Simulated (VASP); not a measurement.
Given:

```
Ta
1.0
   -1.67904     1.67904     1.67904
    1.67904    -1.67904     1.67904
    1.67904     1.67904    -1.67904
Ta
1
Cartesian
  0.00000   0.00000   0.00000
```

All values below come from PBE GGA, VASP's PBE PAW potentials (set 64) (plane waves; VASP). Settings: 300 eV cut-off, 11×11×11 Γ-centred mesh, Fermi-Dirac smearing of 0.10 eV, potentials Ta_pv.

At this cut-off the stress carries a Pulay error, which pulls relaxed volumes low.

### Question
Give the stress tensor in GPa (positive for a compressed cell).

### Answer

```
-6.88   0.00   0.00
 0.00  -6.88   0.00
 0.00   0.00  -6.88
```
The pressure is its mean diagonal, -6.88 GPa.

The structure is a typed Ta crystal. The cell was not relaxed at this level.
